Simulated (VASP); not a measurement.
Here is the system:

```yaml
crystal:
  lattice:
    - [2.01922, 1.16580, 6.58472]
    - [-2.01922, 1.16580, 6.58472]
    - [0.00000, -2.33160, 6.58472]
  atoms:
    - { symbol: Ca, position: [0.00000, 0.00000, 0.00000] }
    - { symbol: Eu, position: [0.50000, 0.50000, 0.50000] }
    - { symbol: S, position: [0.74834, 0.74834, 0.74834] }
    - { symbol: S, position: [0.25166, 0.25166, 0.25166] }
```

Level of theory: PBEsol GGA with spin-orbit coupling, VASP's PBE PAW potentials (set 64) (plane waves; VASP). Settings: 400 eV cut-off, 6×6×6 Γ-centred mesh, Gaussian smearing of 0.050 eV, potentials Ca_sv Eu_2 S.

The 4f electrons are frozen in the core of the lanthanide potential, so 4f levels, which can set the real gap, and their magnetism are missing.

Task: Estimate the energy per atom (σ→0), band gap (over mesh and band path) with the smallest direct gap where there is one.

Result: 
```
Quantity                                               Result
---------------------------------------------  --------------
band gap (over mesh and band path)                    1.88 eV
smallest direct gap (over mesh and band path)         2.49 eV
energy per atom (σ→0)                          -5.608 eV/atom
```

The absolute energy has meaning only against runs of the same code, potentials and settings.

The structure comes from a computed database's CaEuS2 entry (R-3m); how it stands against other phases isn't given here. It was relaxed first, which changed the volume by -5 %.
